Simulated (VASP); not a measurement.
A convergence study with VASP on CsPbBr₃ (cubic perovskite): one setting is varied, all else stays as given below, so the limit is that of these other settings.

```yaml
crystal:
  lattice:
    - [5.87000, 0.00000, 0.00000]
    - [0.00000, 5.87000, 0.00000]
    - [0.00000, 0.00000, 5.87000]
  atoms:
    - { symbol: Cs, position: [0.00000, 0.00000, 0.00000] }
    - { symbol: Pb, position: [0.50000, 0.50000, 0.50000] }
    - { symbol: Br, position: [0.50000, 0.00000, 0.50000] }
    - { symbol: Br, position: [0.00000, 0.50000, 0.50000] }
    - { symbol: Br, position: [0.50000, 0.50000, 0.00000] }
```

All values below come from PBE GGA, VASP's PBE PAW potentials (set 64) (plane waves; VASP). The tightest run used: 550 eV cut-off, 12×12×12 Γ-centred mesh, tetrahedra with Blöchl corrections, potentials Cs_sv Pb_d Br.

Unless said otherwise, spin-orbit coupling is left out, though it shifts the bands of the heavy elements here. Gaps are read on the run's mesh, which can miss a band edge.

Problem. The settings run are 3×3×3 mesh; 4×4×4 mesh; 5×5×5 mesh; 6×6×6 mesh; 7×7×7 mesh; 8×8×8 mesh; 9×9×9 mesh; 10×10×10 mesh; 11×11×11 mesh; 12×12×12 mesh. From which on does the stress (every component) stay within 0.2 GPa of the tightest run?

Solution. From 4×4×4 mesh on: it is off by 0.12 there and by no more than 0.2 in any finer run, while 3×3×3 mesh is off by 0.30.
| setting | E (eV/atom) | pressure (GPa) | gap on the mesh (eV) | irreducible k-points | difference judged (GPa) |
|---|---|---|---|---|---|
| 3×3×3 mesh | -3.1923 | 1.14 | 3.987 | 4 | 0.30 |
| 4×4×4 mesh | -3.1609 | 1.56 | 1.528 | 10 | 0.12 |
| 5×5×5 mesh | -3.1698 | 1.40 | 2.651 | 10 | 0.04 |
| 6×6×6 mesh | -3.1672 | 1.45 | 1.534 | 20 | 0.02 |
| 7×7×7 mesh | -3.1681 | 1.43 | 2.165 | 20 | 0.01 |
| 8×8×8 mesh | -3.1678 | 1.44 | 1.534 | 35 | 0.00 |
| 9×9×9 mesh | -3.1679 | 1.43 | 1.937 | 35 | 0.00 |
| 10×10×10 mesh | -3.1678 | 1.44 | 1.535 | 56 | 0.00 |
| 11×11×11 mesh | -3.1678 | 1.44 | 1.813 | 56 | 0.00 |
| 12×12×12 mesh | -3.1678 | 1.44 | 1.535 | 84 | 0.00 |

Left out are rungs that failed or repeat a setting and relaxations that didn't move; long series are thinned to 24 rows.

The compound is CsPbBr3 in the cubic perovskite structure, the ideal cubic form; the compound distorts at low or room temperature. The cell was not relaxed at this level.
